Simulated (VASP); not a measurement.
## GW-BSE spectrum of Te

Wanted: the lowest vertical excitons of Te and its absorption. The cell has space group P3_121. The start is a cell from a database of measured crystal structures.

Program: VASP 6.6.1. Level of theory: PBE; plane waves and PAW (Te_GW), in the first sound run; inputs show where later runs differ. Results are calculated unless marked as measured.

### 1. Set-up

Symmetry: P3_121, No. 152, trigonal system. The conventional cell has a = 4.457 Å, b = 4.457 Å, c = 5.929 Å, α = 90.00°, β = 90.00°, γ = 120.00°. Nearest to Te lie 2 Te at 2.84 Å.

Structure file:

```xyz
3
Lattice="4.4572 0.0000 0.0000 -2.2286 3.8600 0.0000 0.0000 0.0000 5.9290" Properties=species:S:1:pos:R:3 pbc="T T T"
Te    1.1736    0.0000    1.9763
Te   -0.5868    1.0164    3.9527
Te    1.6418    2.8437    0.0000
```

### 2. Ground state

The orbitals come from a self-consistent PBE run with a tight EDIFF and a narrow smearing. KPOINTS_OPT adds the bands along a path, which shows whether the mesh holds the band edges.

INCAR

```
SYSTEM = Te
PREC = Accurate
ENCUT = 300
EDIFF = 1E-08
NELM = 100
ISMEAR = 0
SIGMA = 0.01
LREAL = .FALSE.
ALGO = Normal
GGA = PE
NBANDS = 15
LORBIT = 11
LWAVE = .TRUE.
LCHARG = .FALSE.
KPAR = 8
```

POSCAR

```
Te
1.0
    4.4572000000      0.0000000000      0.0000000000
   -2.2286000000      3.8600484297      0.0000000000
    0.0000000000      0.0000000000      5.9290000000
Te
3
Direct
    0.2633000000      0.0000000000      0.3333333333
    0.0000000000      0.2633000000      0.6666666667
    0.7367000000      0.7367000000      0.0000000000
```

KPOINTS

```
Automatic mesh
0
Gamma
6 6 4
0 0 0
```

KPOINTS_OPT

```
Line mode
12
Line-mode
Reciprocal
  0.00000000   0.00000000   0.00000000 GAMMA
  0.50000000   0.00000000   0.00000000 M

  0.50000000   0.00000000   0.00000000 M
  0.33333333   0.33333333   0.00000000 K

  0.33333333   0.33333333   0.00000000 K
  0.00000000   0.00000000   0.00000000 GAMMA

  0.00000000   0.00000000   0.00000000 GAMMA
  0.00000000   0.00000000   0.50000000 A

  0.00000000   0.00000000   0.50000000 A
  0.50000000   0.00000000   0.50000000 L

  0.50000000   0.00000000   0.50000000 L
  0.33333333   0.33333333   0.50000000 H

  0.33333333   0.33333333   0.50000000 H
  0.00000000   0.00000000   0.50000000 A

  0.50000000   0.00000000   0.50000000 L
  0.50000000   0.00000000   0.00000000 M

  0.33333333   0.33333333   0.00000000 K
  0.33333333   0.33333333   0.50000000 H
```

PAW data sets: Te_GW (PBE family, release 64).

The run is started by

```console
> mpirun -np 8 vasp_std
```

Output:

```text
[banner, memory and clock lines left out]
running    8 mpi-ranks, on    1 nodes
 distrk:  each k-point on    1 cores,    8 groups
 distr:  one band on    1 cores,    1 groups

 POSCAR found type information on POSCAR Te
 POSCAR found :  1 types and       3 ions
|                                                                             |
|           W    W    AA    RRRRR   N    N  II  N    N   GGGG   !!!           |
|           W    W   A  A   R    R  NN   N  II  NN   N  G    G  !!!           |
|           W    W  A    A  R    R  N N  N  II  N N  N  G       !!!           |
|           W WW W  AAAAAA  RRRRR   N  N N  II  N  N N  G  GGG   !            |
|           WW  WW  A    A  R   R   N   NN  II  N   NN  G    G                |
|           W    W  A    A  R    R  N    N  II  N    N   GGGG   !!!           |
|                                                                             |
|     For optimal performance we recommend to set                             |
|       NCORE = 2 up to number-of-cores-per-socket                            |
|     NCORE specifies how many cores store one orbital (NPAR=cpu/NCORE).      |
|     This setting can greatly improve the performance of VASP for DFT.       |
|     The default, NCORE=1 might be grossly inefficient on modern             |
|     multi-core architectures or massively parallel machines. Do your        |
|     Unfortunately you need to use the default for GW and RPA                |
|     calculations (for HF NCORE is supported but not extensively tested      |
|     yet).                                                                   |
|                                                                             |

 LDA part: xc-table for (Slater+PW92), standard interpolation
 POSCAR, INCAR and KPOINTS ok, starting setup
 FFT: planning ... GRIDC
 FFT: planning ... GRID_SOFT
 FFT: planning ... GRID
 WAVECAR not read
 entering main loop
       N       E                     dE             d eps       ncg     rms          rms(c)
DAV:   1     0.618491653874E+02    0.61849E+02   -0.47877E+03   720   0.633E+02
DAV:   2    -0.506492208568E+01   -0.66914E+02   -0.63451E+02   988   0.133E+02
DAV:   3    -0.920849017633E+01   -0.41436E+01   -0.41112E+01   916   0.356E+01
DAV:   4    -0.944218516423E+01   -0.23369E+00   -0.23362E+00  1153   0.984E+00
DAV:   5    -0.944507970578E+01   -0.28945E-02   -0.28945E-02   945   0.104E+00    0.166E+00
DAV:   6    -0.942214183967E+01    0.22938E-01   -0.18655E-02   959   0.849E-01    0.100E+00
DAV:   7    -0.941621693678E+01    0.59249E-02   -0.33949E-02  1038   0.113E+00    0.119E-01
DAV:   8    -0.941637118059E+01   -0.15424E-03   -0.53858E-03   881   0.423E-01    0.330E-02
DAV:   9    -0.941644001377E+01   -0.68833E-04   -0.32118E-04  1019   0.134E-01    0.166E-02
DAV:  10    -0.941644980799E+01   -0.97942E-05   -0.46808E-05  1055   0.421E-02    0.433E-03
DAV:  11    -0.941644957581E+01    0.23218E-06   -0.39505E-06   954   0.123E-02    0.261E-03
DAV:  12    -0.941644973954E+01   -0.16372E-06   -0.42891E-07   951   0.397E-03    0.629E-04
DAV:  13    -0.941644970500E+01    0.34536E-07   -0.11384E-07   972   0.200E-03    0.219E-04
DAV:  14    -0.941644972633E+01   -0.21323E-07   -0.72681E-09   710   0.582E-04    0.863E-05
DAV:  15    -0.941644974413E+01   -0.17805E-07   -0.11087E-09   549   0.322E-04    0.347E-05
DAV:  16    -0.941644974931E+01   -0.51766E-08   -0.34359E-10   514   0.164E-04
   1 F= -.94164497E+01 E0= -.94164497E+01  d E =-.669716E-14
 Start KPOINTS_OPT (optional k-point list driver)
k-point batch [1-24\108]
       N       E                     dE             ncg
DAV:   1     0.181248205955E+04   -0.50399E+04      720
DAV:   2     0.192812318612E+03   -0.16197E+04     1007
DAV:   3     0.951505864072E+02   -0.97662E+02      916
DAV:   4     0.898101984864E+02   -0.53404E+01     1197
DAV:   5     0.897689308540E+02   -0.41268E-01      979
DAV:   6     0.897676718379E+02   -0.12590E-02     1128
DAV:   7     0.897676616320E+02   -0.10206E-04      945
DAV:   8     0.897676613484E+02   -0.28362E-06     1116
DAV:   9     0.897676613430E+02   -0.54014E-08      731
[...]
k-point batch [97-108\108]
       N       E                     dE             ncg
DAV:   1     0.540322634290E+04   -0.43397E+04      360
DAV:   2     0.461096565232E+04   -0.79226E+03      500
DAV:   3     0.456619025206E+04   -0.44775E+02      465
DAV:   4     0.456371515678E+04   -0.24751E+01      514
DAV:   5     0.456369032736E+04   -0.24829E-01      480
DAV:   6     0.456368959623E+04   -0.73114E-03      526
DAV:   7     0.456368959032E+04   -0.59102E-05      444
DAV:   8     0.456368959014E+04   -0.17521E-06      502
DAV:   9     0.456368959014E+04   -0.25575E-08      334
 writing wavefunctions
```

It took 7 s on 8 MPI ranks of Intel Xeon 6975P-C (Granite Rapids), shared host; peak memory 1.4 GiB; 43 s of CPU time.

The logs omit lines about the potential files and the build; timing stands in the text.

OUTCAR, selected parts (step 2):

```text
ion  position               nearest neighbor table
   1  0.263  0.000  0.333-   3 2.84   2 2.84   3 3.49   3 3.49   2 3.49   2 3.49
   2  0.000  0.263  0.667-   3 2.84   1 2.84   3 3.49   3 3.49   1 3.49   1 3.49
   3  0.737  0.737  0.000-   2 2.84   1 2.84   1 3.49   2 3.49   2 3.49   1 3.49

  LATTYP: Found a hexagonal cell.
 ALAT       =     4.4572000000
 C/A-ratio  =     1.3302073050

 Subroutine GETGRP returns: Found  6 space group operations
 (whereof  2 operations were pure point group operations)

The static configuration has the point symmetry C_2 .
 The point group associated with its full space group is D_3 .

 Found     24 irreducible k-points:

   k-points           NKPTS =     24   k-points in BZ     NKDIM =     24   number of bands    NBANDS=     15

   dimension x,y,z NGX =    28 NGY =   28 NGZ =   36
   dimension x,y,z NGXF=    56 NGYF=   56 NGZF=   72

   ENCUT  =  300.0 eV  22.05 Ry    4.70 a.u.   6.29  6.29  8.37*2*pi/ulx,y,z

   NELECT =      18.0000    total number of electrons

 k-points in reciprocal lattice and weights: Automatic mesh
   0.00000000  0.00000000  0.00000000       0.007
   0.16666667  0.00000000  0.00000000       0.042
   0.33333333  0.00000000  0.00000000       0.042
   0.50000000  0.00000000  0.00000000       0.021
   0.16666667  0.16666667  0.00000000       0.042
   0.33333333  0.16666667  0.00000000       0.083
   0.33333333  0.33333333  0.00000000       0.014
   0.00000000  0.00000000  0.25000000       0.014
   0.16666667  0.00000000  0.25000000       0.042
[...]
0.33333333  0.16666667  0.50000000       0.083
   0.33333333  0.33333333  0.50000000       0.014

 average (electrostatic) potential at core
       1 -89.0539       2 -89.0539       3 -89.0539

 E-fermi :   6.0172

 k-point     1 :       0.0000    0.0000    0.0000
  band No.  band energies     occupation
    ...
      5       3.1220      2.00000
      6       3.1220      2.00000
      7       4.2643      2.00000
      8       4.2643      2.00000
      9       5.1738      2.00000
     10       6.9446      0.00000
     11       6.9446      0.00000
     12       7.5807      0.00000
     13      10.8927      0.00000
     14      10.8927      0.00000
    ...

 k-point     2 :       0.1667    0.0000    0.0000
  band No.  band energies     occupation
    ...
      5       2.4310      2.00000
      6       2.8141      2.00000
      7       4.6442      2.00000
      8       4.9983      2.00000
      9       5.1420      2.00000
     10       6.7832      0.00000
     11       6.8848      0.00000
     12       7.4771      0.00000
     13      10.3500      0.00000
     14      10.9123      0.00000
    ...

 k-point     3 :       0.3333    0.0000    0.0000
  band No.  band energies     occupation
    ...
      5       1.7131      2.00000
      6       2.3526      2.00000
      7       3.5569      2.00000
      8       4.8797      2.00000
      9       5.0912      2.00000
     10       6.8455      0.00000
     11       7.0188      0.00000
     12       8.7338      0.00000
     13       9.3453      0.00000
     14      11.8742      0.00000
    ...

  Total        1.1041119      1.1041119      1.4081652      0.0000000      0.0000000      0.0000000
  in kB       17.3415267     17.3415267     22.1170843      0.0000000      0.0000000      0.0000000
  external PRESSURE =      18.9333792 kB  Pullay stress =       0.0000000 kB

  energy-cutoff  :      300.00
  volume of cell :      102.01
      direct lattice vectors                 reciprocal lattice vectors
     4.457200000  0.000000000  0.000000000     0.224356098  0.129532054  0.000000000
    -2.228600000  3.860048430  0.000000000     0.000000000  0.259064107  0.000000000
     0.000000000  0.000000000  5.929000000     0.000000000  0.000000000  0.168662506

 POSITION                                       TOTAL-FORCE (eV/Angst)
 -----------------------------------------------------------------------------------
      1.17358      0.00000      1.97633         0.302070     -0.000000      0.000000
     -0.58679      1.01635      3.95267        -0.151035      0.261600     -0.000000
      1.64181      2.84370      0.00000        -0.151035     -0.261600     -0.000000
 -----------------------------------------------------------------------------------
    total drift:                               -0.000000     -0.000000      0.000000

  FREE ENERGIE OF THE ION-ELECTRON SYSTEM (eV)
  ---------------------------------------------------
  free  energy   TOTEN  =        -9.4164497493 eV

  energy  without entropy=       -9.4164497493  energy(sigma->0) =       -9.41644975

 total charge
# of ion       s       p       d       tot
------------------------------------------
    1        1.669   2.345   0.085   4.099
    2        1.669   2.345   0.085   4.099
    3        1.669   2.345   0.085   4.099
--------------------------------------------------
tot          5.006   7.036   0.254  12.296

[... 3 further parts left out ...]
```

Numbers from this step:

* free energy (TOTEN): -9.416 eV
* Fermi energy: 6.017 eV
* pressure: 1.893 GPa
* least gap on mesh and path: 0.1280 eV
* least direct gap on mesh and path: 0.1535 eV

The highest empty bands on the path are converged less tightly, to about 0.1 eV. Electronic bands along the path, in eV, zero at the valence-band top; v1 is the highest filled band, c1 the lowest empty one:

| point | v4 | v3 | v2 | v1 | c1 | c2 | c3 | c4 |
| --- | --- | --- | --- | --- | --- | --- | --- | --- |
| Γ | -2.82 | -1.67 | -1.67 | -0.76 | 1.01 | 1.01 | 1.64 | 4.96 |
| 0.45 of the way | -3.31 | -1.40 | -1.06 | -0.84 | 0.90 | 1.09 | 1.78 | 4.00 |
| M | -3.55 | -3.49 | -1.14 | -0.87 | 0.91 | 1.01 | 3.03 | 3.74 |
| 0.45 of the way | -3.43 | -3.38 | -1.85 | -1.75 | 1.65 | 2.01 | 3.57 | 3.69 |
| K | -3.08 | -3.08 | -2.90 | -2.64 | 2.86 | 2.86 | 3.21 | 4.84 |
| 0.45 of the way | -3.09 | -1.97 | -1.56 | -1.56 | 1.67 | 1.77 | 2.09 | 4.25 |
| Γ | -2.82 | -1.67 | -1.67 | -0.76 | 1.01 | 1.01 | 1.64 | 4.96 |
| 0.55 of the way | -2.53 | -1.48 | -1.46 | -0.84 | 0.67 | 0.70 | 1.08 | 4.36 |
| A | -2.68 | -1.36 | -1.07 | -1.07 | 0.52 | 0.58 | 0.58 | 4.03 |
| 0.55 of the way | -3.23 | -2.09 | -1.91 | -1.28 | 1.32 | 1.99 | 2.17 | 4.50 |
| L | -3.68 | -2.41 | -2.07 | -0.24 | 0.75 | 1.92 | 2.55 | 4.56 |
| 0.55 of the way | -4.49 | -1.41 | -1.19 | -0.11 | 0.69 | 1.56 | 2.01 | 4.98 |
| H | -5.00 | -1.07 | -0.03 | -0.03 | 0.13 | 1.43 | 1.43 | 5.87 |
| 0.55 of the way | -3.60 | -2.00 | -1.74 | -0.85 | 0.79 | 2.06 | 2.25 | 4.64 |
| A | -2.68 | -1.36 | -1.07 | -1.07 | 0.52 | 0.58 | 0.58 | 4.03 |
| jump to L | -3.68 | -2.41 | -2.07 | -0.24 | 0.75 | 1.92 | 2.55 | 4.56 |
| 0.45 of the way | -3.57 | -1.99 | -1.84 | -1.43 | 1.24 | 2.00 | 2.51 | 3.91 |
| M | -3.55 | -3.49 | -1.14 | -0.87 | 0.91 | 1.01 | 3.03 | 3.74 |
| jump to K | -3.08 | -3.08 | -2.90 | -2.64 | 2.86 | 2.86 | 3.21 | 4.84 |
| 0.55 of the way | -4.26 | -2.44 | -1.38 | -0.92 | 1.58 | 2.28 | 2.39 | 5.40 |
| H | -5.00 | -1.07 | -0.03 | -0.03 | 0.13 | 1.43 | 1.43 | 5.87 |

The electronic bands as a text plot (rows in eV, shown from -8.0 to 3.3 only):

```
    3.0 |     ++++  +++                                   ++++
    2.6 |    +     +++++                +++            +++  +++
    2.1 |         ++   ++            ++++++++    +++   + +    ++
    1.6 |++++     +     +++++++     ++     ++++++   +   + +    ++
    1.2 |+++++++++       ++++++++   +++++            +   +++
    0.7 | +++++++         +++  ++++++    ++++   ++++++++   +   +
    0.2 |                                    +++                +
   -0.2 |                                ********      *       **
   -0.7 |********         *******       *        ***       *   *
   -1.2 | ********       *       *******    ******  *** * **  * *
   -1.7 |**       *     *********  ***     *    *******  **  ***
   -2.1 |    *     *   **           *******        **  ***   *
   -2.6 |     *     ****     *******     *           ***  * * *
   -3.1 |***   *   **************   ***             **      **
   -3.5 | **********       *   **     *****        *   ***** *
   -4.0 |   **            **     ****     **     ** *****     *
   -4.5 |  ** *************          *      *   ** *     ***** *
   -4.9 |    *******   *              **     *** **       ** ****
   -5.4 |                               ** ******       **      *
   -5.9 |                                 *            *
   -6.4 |
   -6.8 |
   -7.3 |
   -7.8 |
         Γ      M   K        Γ    A       L   H       A|L  M|K  H
```

The cell has a gap of 0.128 eV on mesh and path. Spin-orbit coupling is left out, which can shift or reorder these edges. Forces of up to 0.30 eV/Å remain in these settings.

### 3. Empty bands

The next step needs empty bands that the ground-state run didn't converge, so the Hamiltonian is diagonalised exactly for NBANDS bands, in a single step. LOPTICS writes the k-derivatives of the orbitals (WAVEDER), which give the long-wavelength limit of the screening.

INCAR

```
SYSTEM = Te
PREC = Accurate
ENCUT = 300
ISMEAR = 0
SIGMA = 0.01
LREAL = .FALSE.
GGA = PE
NBANDS = 232
ALGO = Exact
NELM = 1
LWAVE = .TRUE.
LCHARG = .FALSE.
LOPTICS = .TRUE.
NEDOS = 1000
CSHIFT = 0.1
```

POSCAR is that of step 2.

KPOINTS is that of step 2.

The run is started by

```console
> mpirun -np 8 vasp_std
```

Output:

```text
[banner, memory and clock lines left out]
running    8 mpi-ranks, on    1 nodes
 distrk:  each k-point on    8 cores,    1 groups
 distr:  one band on    1 cores,    8 groups

 POSCAR found type information on POSCAR Te
 POSCAR found :  1 types and       3 ions
 [... a notice as in an earlier step ...]

 LDA part: xc-table for (Slater+PW92), standard interpolation
 found WAVECAR, reading the header
  number of bands has changed, file:    15 present:   232
  trying to continue reading WAVECAR, but it might fail
 POSCAR, INCAR and KPOINTS ok, starting setup
 FFT: planning ... GRIDC
 FFT: planning ... GRID_SOFT
 FFT: planning ... GRID
 reading WAVECAR
 random initialization beyond band           15
 the WAVECAR file was read successfully
 initial charge from wavefunction
 entering main loop
       N       E                     dE             d eps       ncg     rms          rms(c)
DIA:   1    -0.941644974952E+01   -0.94164E+01    0.00000E+00     0   0.000E+00
   1 F= -.94164497E+01 E0= -.94164497E+01  d E =-.493008E-21
 writing wavefunctions
 optical routines
 imaginary and real dielectric function
 recalculating local potential from charge density
 direction            1
 direction            2
 direction            3
```

It took 14 s on 8 MPI ranks; peak memory 1.8 GiB.

Parts of OUTCAR (step 3):

```text
 Found     24 irreducible k-points:

   k-points           NKPTS =     24   k-points in BZ     NKDIM =     24   number of bands    NBANDS=    232

   NELECT =      18.0000    total number of electrons

 E-fermi :   5.9753

  Total        1.1040563      1.1040563      1.4081315     -0.0000000      0.0000000      0.0000000
  in kB       17.3406544     17.3406544     22.1165539     -0.0000000      0.0000000      0.0000000
  external PRESSURE =      18.9326209 kB  Pullay stress =       0.0000000 kB

 POSITION                                       TOTAL-FORCE (eV/Angst)
 -----------------------------------------------------------------------------------
      1.17358      0.00000      1.97633         0.302073     -0.000000      0.000000
     -0.58679      1.01635      3.95267        -0.151036      0.261603     -0.000000
      1.64181      2.84370      0.00000        -0.151036     -0.261603     -0.000000
 -----------------------------------------------------------------------------------
    total drift:                               -0.000000     -0.000000      0.000000

  FREE ENERGIE OF THE ION-ELECTRON SYSTEM (eV)
  ---------------------------------------------------
  free  energy   TOTEN  =        -9.4164497495 eV

  energy  without entropy=       -9.4164497495  energy(sigma->0) =       -9.41644975

 plasma frequency squared (from intraband transitions) (eV^2)
  --------------------------------------------------------------------------------------
       0.000       0.000       0.000
      -0.000       0.000       0.000
       0.000       0.000       0.000

[... 15 parts as in an earlier step ...]
```

The gap is read on the k-mesh alone, so it is an upper bound where the band edges lie off the mesh.

Numbers from this step:

| Item | Value |
| --- | --- |
| gap on the k-mesh | 0.1535 eV |
| least direct gap on the k-mesh | 0.1535 eV |

WAVECAR now holds 232 bands for 18 electrons. Its independent-particle dielectric tensor has xx, yy, zz = 437.6, 437.6, 53.0 on this mesh, which isn't tested for convergence in mesh or bands and lacks local fields. A value this large is set by the few k points at the smallest gap, and it enters the screening of any GW step.

(Continued in part 2 of 3.)

[Lines on the potential files, build, host, timing and source positions are cut from VASP's logs without a mark.]

[Logs are printed without paths, hosts, clocks, repeated set-up lines and the standing remarks that a program may print on its own settings, such as how far it seeks lower states.]

[Hosts, paths, dates, database ids (printed as entryN), source tags and the programs' standing remarks are cut or masked in the printed files.]

[Pressures printed for these runs are not shown converged in the cutoff: they can be off by several GPa and have the wrong sign.]
